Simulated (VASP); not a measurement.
Output of a VASP run:

**OSZICAR**
```
       N       E                     dE             d eps       ncg     rms          rms(c)
DAV:   1     0.654794484247E+02    0.65479E+02   -0.68110E+03  1230   0.119E+03
DAV:   2    -0.520345330050E+01   -0.70683E+02   -0.67387E+02  1383   0.228E+02
DAV:   3    -0.101404748396E+02   -0.49370E+01   -0.49145E+01  1490   0.553E+01
DAV:   4    -0.102090349625E+02   -0.68560E-01   -0.68526E-01  1441   0.660E+00
DAV:   5    -0.102103483775E+02   -0.13134E-02   -0.13131E-02  1648   0.816E-01    0.428E+00
DAV:   6    -0.996357886066E+01    0.24677E+00   -0.32362E-01  1816   0.106E+01    0.275E+00
DAV:   7    -0.992266211668E+01    0.40917E-01   -0.76344E-02  1643   0.203E+00    0.101E+00
DAV:   8    -0.991969758112E+01    0.29645E-02   -0.11645E-02  1350   0.116E+00    0.188E-01
DAV:   9    -0.991984090985E+01   -0.14333E-03   -0.96662E-04  1683   0.383E-01    0.649E-02
DAV:  10    -0.991986375544E+01   -0.22846E-04   -0.57243E-05  1578   0.806E-02    0.296E-02
DAV:  11    -0.991988894101E+01   -0.25186E-04   -0.25311E-05  1296   0.506E-02    0.668E-03
DAV:  12    -0.991988879370E+01    0.14732E-06   -0.91162E-07  1102   0.106E-02
   1 F= -.99198888E+01 E0= -.99198888E+01  d E =-.224251E-27
```

OUTCAR:
```
------------------------ aborting loop because EDIFF is reached ----------------------------------------
  FORCE on cell =-STRESS in cart. coord.  units (eV):
  Direction    XX          YY          ZZ          XY          YZ          ZX
  --------------------------------------------------------------------------------------
  Total        0.2309621      0.2309621      0.2309621      0.0000000      0.0000000      0.0000000
  in kB        9.3272917      9.3272917      9.3272917      0.0000000      0.0000000      0.0000000
  external PRESSURE =       9.3272917 kB  Pullay stress =       0.0000000 kB
  volume of cell :       39.67
      direct lattice vectors                 reciprocal lattice vectors
     0.000000000  2.707002000  2.707002000    -0.184706180  0.184706180  0.184706180
     2.707002000  0.000000000  2.707002000     0.184706180 -0.184706180  0.184706180
     2.707002000  2.707002000  0.000000000     0.184706180  0.184706180 -0.184706180
  FREE ENERGIE OF THE ION-ELECTRON SYSTEM (eV)
  ---------------------------------------------------
  free  energy   TOTEN  =        -9.9198887937 eV

  energy  without entropy=       -9.9198887937  energy(sigma->0) =       -9.91988879
```
(Selected blocks of OUTCAR.)

**POSCAR**
```
GaP
1
    0.0000000000     2.7070020000     2.7070020000
    2.7070020000     0.0000000000     2.7070020000
    2.7070020000     2.7070020000     0.0000000000
Ga P
1 1
Direct
  0.0000000000   0.0000000000   0.0000000000
  0.2500000000   0.2500000000   0.2500000000
```

**Question.** Write an INCAR and KPOINTS that could have produced this output.

**Answer.** This is not unique; one that fits is the input of the run itself, PBEsol GGA, plane waves, VASP's PBE PAW potentials (set 64).

**INCAR**
```
ENCUT = 300
LWAVE = .FALSE.
EDIFF = 1E-6   ! SCF stop (eV)
NBANDS = 17
LCHARG = .FALSE.
LREAL = .FALSE.
ISMEAR = 0   ! Gaussian
LASPH = .TRUE.   ! aspherical one-centre terms
LMAXMIX = 4
ALGO = Normal   ! blocked Davidson
SIGMA = 0.02   ! width (eV)
NELM = 100
SYSTEM = GaP
ISIF = 2   ! forces and stress, cell fixed
GGA = PS   ! PBEsol
PREC = Accurate
```

### KPOINTS
```
Automatic mesh
0
Gamma
9 9 9
0 0 0
```

POTCAR, in this order: Ga_d P (PBE.64 set). Program: vasp_std.

At this cut-off the stress carries a Pulay error, which pulls relaxed volumes low.

The structure comes from a computed database's GaP entry; how it stands against other phases isn't given here. The cell was not relaxed at this level. The run is one of a series of settings (NBANDS = 17 against the base run), some of them coarse on purpose.
